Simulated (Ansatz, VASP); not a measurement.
## TaN in two plane-wave programs

One calculation is typed for both programs; each brings its own data sets. How far apart do they land? The cell is taken from a series of runs on this material, whose earlier steps may have relaxed, scaled, displaced or heated it; both programs get it as it stands.

Program: Ansatz 0.2.0. Level of theory: plane waves, with VASP 6.6.1 beside it; zone-centre phonons at PBEsol. Results are calculated unless marked as measured.

### 1. The structure

The structure is tetragonal, space group I4/mmm (No. 139). The conventional cell has a = 3.078 Å, b = 3.078 Å, c = 4.506 Å, α = 90.00°, β = 90.00°, γ = 90.00°. Nearest to N lie 6 Ta at 2.18 to 2.25 Å. Ta has 6 N at 2.18 to 2.25 Å nearest. Farther neighbours and most contacts between anions are not listed.

### 2. VASP: zone-centre phonons, PBEsol, pair 1

Second derivatives magnify differences that forces hide, and they need a tight electronic threshold.

Lines of VASP's logs that name or quote its potential files are left out, and so is its time.

Input file INCAR:

```
SYSTEM = TaN
PREC = Accurate
ENCUT = 600
EDIFF = 1E-08
NELM = 120
ISMEAR = 1
SIGMA = 0.2
LREAL = .FALSE.
ALGO = Normal
GGA = PS
NBANDS = 14
LASPH = .TRUE.
LORBIT = 11
LWAVE = .FALSE.
LCHARG = .FALSE.
ISIF = 2
IBRION = 8
GGA_COMPAT = .FALSE.
KPAR = 2
```

Input file POSCAR:

```
TaN
1.0
    0.0000000000      2.1761976499      2.2530155362
    2.1761976499      0.0000000000      2.2530155362
    2.1761976499      2.1761976499      0.0000000000
N Ta
1 1
Direct
    0.0000000000      0.0000000000      0.0000000000
    0.5000000000      0.5000000000      0.5000000000
```

Input file KPOINTS:

```
Automatic mesh
0
Gamma
16 16 16
0 0 0
```

PAW data sets: N and Ta_pv (PBE family, release 64).

Started as:

```bash
mpirun -np 2 vasp_std
```

Numbers of over 12 decimals in the logs are rounded to 6 here.

Log:

```text
[banner, memory and clock lines left out]
running    2 mpi-ranks, on    1 nodes
 distrk:  each k-point on    1 cores,    2 groups
 distr:  one band on    1 cores,    1 groups

 POSCAR found type information on POSCAR N Ta
 POSCAR found :  2 types and       2 ions
|                                                                             |
|               ----> ADVICE to this user running VASP <----                  |
|                                                                             |
|     You enforced a specific xc type in the INCAR file but a different       |
|     [... a line on the potential file left out ...]
|     I HOPE YOU KNOW WHAT YOU ARE DOING!                                     |
|                                                                             |

 LDA part: xc-table for (Slater+PW92), standard interpolation
 POSCAR, INCAR and KPOINTS ok, starting setup
 FFT: planning ... GRIDC
 FFT: planning ... GRID_SOFT
 FFT: planning ... GRID
 WAVECAR not read
 entering main loop
       N       E                     dE             d eps       ncg     rms          rms(c)
DAV:   1     0.976505548890E+02    0.97651E+02   -0.97252E+03  9780   0.135E+03
DAV:   2    -0.224453196246E+02   -0.12010E+03   -0.11306E+03 11800   0.344E+02
DAV:   3    -0.259522160865E+02   -0.35069E+01   -0.34553E+01 11464   0.551E+01
DAV:   4    -0.259723746046E+02   -0.20159E-01   -0.20142E-01 11290   0.427E+00
DAV:   5    -0.259725046737E+02   -0.13007E-03   -0.13007E-03 11308   0.317E-01    0.242E+01
DAV:   6    -0.233115856447E+02    0.26609E+01   -0.58555E+00 11590   0.276E+01    0.101E+01
DAV:   7    -0.232191967520E+02    0.92389E-01   -0.39079E-01 11920   0.607E+00    0.698E+00
DAV:   8    -0.231840979870E+02    0.35099E-01   -0.14529E-01 11656   0.351E+00    0.150E+00
DAV:   9    -0.231793307258E+02    0.47673E-02   -0.14423E-02 11032   0.106E+00    0.376E-01
DAV:  10    -0.231791804702E+02    0.15026E-03   -0.53074E-04 13212   0.284E-01    0.114E-01
DAV:  11    -0.231791482020E+02    0.32268E-04   -0.59604E-05 11200   0.812E-02    0.194E-02
DAV:  12    -0.231791480937E+02    0.10831E-06   -0.33223E-06 12664   0.191E-02    0.144E-03
DAV:  13    -0.231791479966E+02    0.97046E-07   -0.13575E-07 10816   0.316E-03    0.518E-04
DAV:  14    -0.231791479713E+02    0.25307E-07   -0.42518E-09  7808   0.856E-04    0.357E-04
DAV:  15    -0.231791479660E+02    0.53071E-08   -0.83489E-10  5714   0.400E-04
   1 F= -.23179148E+02 E0= -.23179114E+02  d E =-.101608E-03
 Linear response reoptimize wavefunctions to high precision
DAV:   1    -0.231791479650E+02    0.98316E-09   -0.47124E-11  7322   0.823E-05
DAV:   2    -0.231791479651E+02   -0.63665E-11   -0.67626E-12  5594   0.270E-05
 Linear response DOF=           4
 Linear response progress:
  Degree of freedom:   1/  4
       N       E                     dE             d eps       ncg     rms          rms(c)
RMM:   1    -0.235771180153E+00   -0.23577E+00    0.15249E-01 38223   0.298E+00
RMM:   2    -0.231581209781E+00    0.41900E-02   -0.41777E-03 29433   0.523E-01    0.150E-01
RMM:   3    -0.232460624373E+00   -0.87941E-03   -0.85245E-04 26725   0.181E-01    0.778E-02
RMM:   4    -0.233781781558E+00   -0.13212E-02   -0.42326E-04 27229   0.125E-01    0.233E-02
RMM:   5    -0.233887698548E+00   -0.10592E-03   -0.20764E-05 30839   0.359E-02    0.262E-03
RMM:   6    -0.233886722807E+00    0.97574E-06   -0.20617E-06 30868   0.778E-03    0.105E-03
RMM:   7    -0.233877001672E+00    0.97211E-05   -0.19580E-07 30830   0.231E-03    0.404E-04
RMM:   8    -0.233878547634E+00   -0.15460E-05   -0.38305E-08 32709   0.807E-04    0.114E-04
RMM:   9    -0.233877431743E+00    0.11159E-05   -0.50844E-09 32259   0.282E-04    0.287E-05
RMM:  10    -0.233877272004E+00    0.15974E-06   -0.75504E-09 35540   0.891E-05    0.171E-05
RMM:  11    -0.233877256384E+00    0.15620E-07   -0.55449E-09 34110   0.266E-05    0.929E-06
RMM:  12    -0.233877295635E+00   -0.39251E-07   -0.25537E-09 31987   0.121E-05    0.186E-06
RMM:  13    -0.233877296766E+00   -0.11314E-08   -0.71978E-09 24398   0.653E-06    0.127E-06
 first order change of Fermi-energy  -0.14743E-03
 force on displaced ion       1 direction 1 :  -8.912   0.000   0.000
 Linear response progress:
  Degree of freedom:   2/  4
       N       E                     dE             d eps       ncg     rms          rms(c)
RMM:   1    -0.231794475330E+00   -0.23179E+00    0.16039E-01 21195   0.290E+00
RMM:   2    -0.228859509529E+00    0.29350E-02   -0.37015E-03 16513   0.485E-01    0.133E-01
RMM:   3    -0.229686462168E+00   -0.82695E-03   -0.74588E-04 14929   0.166E-01    0.681E-02
RMM:   4    -0.230890108856E+00   -0.12036E-02   -0.37641E-04 15236   0.117E-01    0.205E-02
RMM:   5    -0.230951515419E+00   -0.61407E-04   -0.17780E-05 17356   0.325E-02    0.220E-03
RMM:   6    -0.230946488972E+00    0.50264E-05   -0.18187E-06 17344   0.671E-03    0.879E-04
RMM:   7    -0.230937957887E+00    0.85311E-05   -0.16374E-07 17710   0.194E-03    0.392E-04
RMM:   8    -0.230938440938E+00   -0.48305E-06   -0.28231E-08 18816   0.608E-04    0.194E-04
RMM:   9    -0.230937905111E+00    0.53583E-06   -0.64643E-09 19131   0.242E-04    0.194E-05
RMM:  10    -0.230937720834E+00    0.18428E-06   -0.32833E-09 19015   0.693E-05    0.150E-05
RMM:  11    -0.230937717612E+00    0.32219E-08   -0.25771E-09 19040   0.278E-05    0.365E-06
 first order change of Fermi-energy  -0.47082E-03
 force on displaced ion       1 direction 3 :   0.000   0.000  -4.115
 Linear response progress:
  Degree of freedom:   3/  4
       N       E                     dE             d eps       ncg     rms          rms(c)
RMM:   1    -0.136545247652E+00   -0.13655E+00    0.11545E+01 18199   0.246E+01
RMM:   2    -0.165470095345E+00   -0.28925E-01   -0.26674E-02 27340   0.150E+00    0.116E-01
RMM:   3    -0.164658517095E+00    0.81158E-03   -0.19845E-03 31916   0.289E-01    0.529E-02
RMM:   4    -0.164111949139E+00    0.54657E-03   -0.18301E-04 34165   0.959E-02    0.188E-02
RMM:   5    -0.163905235816E+00    0.20671E-03   -0.17033E-05 34550   0.254E-02    0.522E-03
RMM:   6    -0.163884273947E+00    0.20962E-04   -0.26008E-06 33347   0.871E-03    0.904E-04
RMM:   7    -0.163879533261E+00    0.47407E-05   -0.85800E-07 34961   0.253E-03    0.347E-04
RMM:   8    -0.163881338475E+00   -0.18052E-05    0.87990E-08 36558   0.898E-04    0.892E-05
RMM:   9    -0.163882175122E+00   -0.83665E-06   -0.51815E-08 35828   0.347E-04    0.459E-05
RMM:  10    -0.163882826484E+00   -0.65136E-06   -0.16479E-08 32184   0.226E-04    0.671E-06
RMM:  11    -0.163882833518E+00   -0.70338E-08    0.15210E-08 37451   0.105E-04    0.890E-06
 first order change of Fermi-energy   0.27701E-03
 force on displaced ion       2 direction 1 :  -8.912   0.000   0.000
 Linear response progress:
  Degree of freedom:   4/  4
       N       E                     dE             d eps       ncg     rms          rms(c)
RMM:   1    -0.138382432905E+00   -0.13838E+00    0.11545E+01 10408   0.243E+01
RMM:   2    -0.166334786661E+00   -0.27952E-01   -0.26819E-02 15339   0.149E+00    0.975E-02
RMM:   3    -0.165720591772E+00    0.61419E-03   -0.19587E-03 17781   0.279E-01    0.456E-02
RMM:   4    -0.165300323297E+00    0.42027E-03   -0.15249E-04 19236   0.808E-02    0.188E-02
RMM:   5    -0.165083003477E+00    0.21732E-03   -0.15496E-05 19043   0.227E-02    0.359E-03
RMM:   6    -0.165087419874E+00   -0.44164E-05   -0.22361E-06 18379   0.789E-03    0.706E-04
RMM:   7    -0.165087405733E+00    0.14141E-07   -0.25956E-06 19940   0.230E-03    0.373E-04
RMM:   8    -0.165088454231E+00   -0.10485E-05   -0.92254E-07 19579   0.793E-04    0.960E-05
RMM:   9    -0.165089229012E+00   -0.77478E-06   -0.23037E-07 20826   0.317E-04    0.441E-05
RMM:  10    -0.165089738852E+00   -0.50984E-06   -0.93556E-08 17957   0.194E-04    0.645E-06
RMM:  11    -0.165089752883E+00   -0.14031E-07   -0.10841E-07 21069   0.763E-05    0.479E-06
RMM:  12    -0.165089729425E+00    0.23458E-07   -0.40403E-08 18780   0.407E-05    0.182E-06
RMM:  13    -0.165089730207E+00   -0.78202E-09   -0.18736E-08 17876   0.221E-05    0.733E-07
 first order change of Fermi-energy   0.56647E-03
 force on displaced ion       2 direction 3 :   0.000   0.000  -4.116
 Linear response finished
```

From OUTCAR (step 2):

```text
ion  position               nearest neighbor table
   1  0.000  0.000  0.000-   2 2.18   2 2.18   2 2.18   2 2.18   2 2.25   2 2.25
   2  0.500  0.500  0.500-   1 2.18   1 2.18   1 2.18   1 2.18   1 2.25   1 2.25

  LATTYP: Found a body centered tetragonal cell.
 ALAT       =     3.0776082309
 C/A-ratio  =     1.4641340724

 Subroutine GETGRP returns: Found 16 space group operations
 (whereof 16 operations were pure point group operations)

The static configuration has the point symmetry D_4h.

 Found    349 irreducible k-points:

   k-points           NKPTS =    349   k-points in BZ     NKDIM =    349   number of bands    NBANDS=     14

   dimension x,y,z NGX =    28 NGY =   28 NGZ =   28
   dimension x,y,z NGXF=    56 NGYF=   56 NGZF=   56

   ENCUT  =  600.0 eV  44.10 Ry    6.64 a.u.   6.26  6.26  6.15*2*pi/ulx,y,z

   NELECT =      16.0000    total number of electrons

 k-points in reciprocal lattice and weights: Automatic mesh
   0.00000000  0.00000000  0.00000000       0.000
   0.06250000  0.00000000  0.00000000       0.002
   0.12500000  0.00000000  0.00000000       0.002
   0.18750000  0.00000000  0.00000000       0.002
   0.25000000  0.00000000  0.00000000       0.002
   0.31250000 -0.00000000  0.00000000       0.002
   0.37500000  0.00000000  0.00000000       0.002
   0.43750000  0.00000000  0.00000000       0.002
   0.50000000  0.00000000  0.00000000       0.001
[...]
-0.31250000  0.18750000  0.50000000       0.001
  -0.25000000  0.25000000  0.50000000       0.000

 average (electrostatic) potential at core
       1 -61.3902       2 -34.6454

  Total        0.1455550      0.1455550     -2.1245208      0.0000000      0.0000000      0.0000000
  in kB       10.9281540     10.9281540   -159.5073515      0.0000000      0.0000000      0.0000000
  external PRESSURE =     -45.8836812 kB  Pullay stress =       0.0000000 kB

  energy-cutoff  :      600.00
  volume of cell :       21.34
      direct lattice vectors                 reciprocal lattice vectors
     0.000000000  2.176197650  2.253015536    -0.229758542  0.229758542  0.221924790
     2.176197650  0.000000000  2.253015536     0.229758542 -0.229758542  0.221924790
     2.176197650  2.176197650  0.000000000     0.229758542  0.229758542 -0.221924790

 POSITION                                       TOTAL-FORCE (eV/Angst)
 -----------------------------------------------------------------------------------
      0.00000      0.00000      0.00000         0.000000      0.000000     -0.000000
      2.17620      2.17620      2.25302        -0.000000     -0.000000      0.000000
 -----------------------------------------------------------------------------------
    total drift:                                0.000000      0.000000      0.000000

 Eigenvectors and eigenvalues of the dynamical matrix
 ----------------------------------------------------

   1 f  =   12.946361 THz    81.344385 2PiTHz  431.844116 cm-1    53.541822 meV
             X         Y         Z           dx          dy          dz
      0.000000  0.000000  0.000000     0.000000    0.963422    0.000000
      2.176198  2.176198  2.253016     0.000000   -0.267988    0.000000

   2 f  =   12.946361 THz    81.344385 2PiTHz  431.844116 cm-1    53.541822 meV
             X         Y         Z           dx          dy          dz
      0.000000  0.000000  0.000000     0.963422    0.000000    0.000000
      2.176198  2.176198  2.253016    -0.267988    0.000000    0.000000

   3 f  =    8.797546 THz    55.276609 2PiTHz  293.454534 cm-1    36.383709 meV
             X         Y         Z           dx          dy          dz
      0.000000  0.000000  0.000000     0.000000    0.000000    0.963421
      2.176198  2.176198  2.253016     0.000000    0.000000   -0.267994

   4 f/i=    0.000027 THz     0.000171 2PiTHz    0.000905 cm-1     0.000112 meV
             X         Y         Z           dx          dy          dz
      0.000000  0.000000  0.000000    -0.267988    0.000000    0.000000
      2.176198  2.176198  2.253016    -0.963422    0.000000    0.000000

   5 f/i=    0.000027 THz     0.000171 2PiTHz    0.000905 cm-1     0.000112 meV
             X         Y         Z           dx          dy          dz
      0.000000  0.000000  0.000000     0.000000   -0.267988    0.000000
      2.176198  2.176198  2.253016     0.000000   -0.963422    0.000000

   6 f/i=    0.000033 THz     0.000205 2PiTHz    0.001090 cm-1     0.000135 meV
             X         Y         Z           dx          dy          dz
      0.000000  0.000000  0.000000     0.000000    0.000000   -0.267994
      2.176198  2.176198  2.253016     0.000000    0.000000   -0.963421

 ELASTIC MODULI CONTR FROM IONIC RELAXATION (kBar)
 Direction    XX          YY          ZZ          XY          YZ          ZX
 --------------------------------------------------------------------------------
 XX           0.0000      0.0000      0.0000      0.0000      0.0000      0.0000
 YY           0.0000      0.0000      0.0000      0.0000      0.0000      0.0000
 ZZ           0.0000      0.0000      0.0000      0.0000      0.0000      0.0000
 XY           0.0000      0.0000      0.0000      0.0000      0.0000      0.0000
 YZ           0.0000      0.0000      0.0000      0.0000      0.0000      0.0000
 ZX           0.0000      0.0000      0.0000      0.0000      0.0000      0.0000
 --------------------------------------------------------------------------------
```

[end of part 1 of 2]

[Lines on the potential files, build, host, timing and source positions are cut from VASP's logs without a mark.]

[Logs are printed without paths, hosts, clocks, repeated set-up lines and the standing remarks that a program may print on its own settings, such as how far it seeks lower states.]

[Hosts, paths, dates, database ids (printed as entryN), source tags and the programs' standing remarks are cut or masked in the printed files.]
